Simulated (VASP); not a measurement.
Input of a VASP 6.6.1 run:

File INCAR:

```
SYSTEM = BiTe
PREC = Accurate ; ENCUT = 600
EDIFF = 1E-6 ; ISMEAR = -1
SIGMA = 0.05 ; LREAL = .FALSE.
LASPH = .TRUE. ; NELM = 80
ALGO = Normal ; ISIF = 3
LWAVE = .FALSE. ; LCHARG = .FALSE.
GGA = PE ; IBRION = 2
NSW = 60 ; EDIFFG = -0.01
PSTRESS = 0
```

Contents of KPOINTS:

```
Automatic mesh
0
G
  7 7 7
  0 0 0
```

POSCAR

```
BiTe
1.0
    0.0000000000      3.2350000000      3.2350000000
    3.2350000000      0.0000000000      3.2350000000
    3.2350000000      3.2350000000      0.0000000000
Bi Te
1 1
Direct
    0.0000000000      0.0000000000      0.0000000000
    0.5000000000      0.5000000000      0.5000000000
```

Potentials or basis: VASP PAW PBE potentials, release 64 (Bi_d, Te).

Run with:

```console
$ cat potpaw_PBE.64/Bi_d/POTCAR potpaw_PBE.64/Te/POTCAR > POTCAR
$ mpirun -np 1 vasp_std > vasp.out
```

Task: Predict the space group after relaxing (to 0.05 Å).

Result: Fm-3m (No. 225).

Task: Predict the relaxed volume.

Result: 34.48 Å³/atom.

Step by step:
| step | energy change (eV) | largest force (eV/Å) | pressure (GPa) | volume (Å³) |
| --- | --- | --- | --- | --- |
| 1 | 0.0000 | 0.0000 | 0.89 | 67.71 |
| 2 | -0.0027 | 0.0000 | -0.41 | 69.56 |
| 3 | -0.0034 | 0.0000 | 0.01 | 68.96 |

 PBE usually gives volumes a little too large and moduli too small.
